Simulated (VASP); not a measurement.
Consider the following.

```
CELL_PARAMETERS angstrom
      2.93408     0.00000     0.00000
      0.00000     2.93408     0.00000
      0.00000     0.00000     2.93408
ATOMIC_POSITIONS crystal
  Ag 0.00000 0.00000 0.00000
  B  0.50000 0.50000 0.50000
```

Level of theory: r2SCAN meta-GGA, VASP's PBE PAW potentials (set 64) (plane waves; VASP). Run with 520 eV cut-off, 11×11×11 Γ-centred mesh, first-order Methfessel-Paxton smearing of 0.10 eV, potentials Ag B.

Energy and stress use the plane-wave basis of the starting cell.

**Question.** The ions, cell shape and volume are relaxed. Give the cell that the relaxation ends in.

**Answer.** 
```
CELL_PARAMETERS angstrom
      2.90136     0.00000     0.00000
      0.00000     2.90136     0.00000
      0.00000     0.00000     2.90136
ATOMIC_POSITIONS crystal
  Ag 0.00000 0.00000 0.00000
  B  0.50000 0.50000 0.50000
```
Space group Pm-3m (221), at a tolerance of 0.03 Å.

**Question.** How do energy and volume change from the first to the last step?

**Answer.** The energy (σ→0) changes by -5.6 meV/atom and the volume by -3.3 %, in 3 ionic steps.

The structure was generated: AgB was put into the CsCl type (Pm-3m), which need not be its known phase. This run relaxes it. Symmetry was kept, so distortions that lower it aren't found.
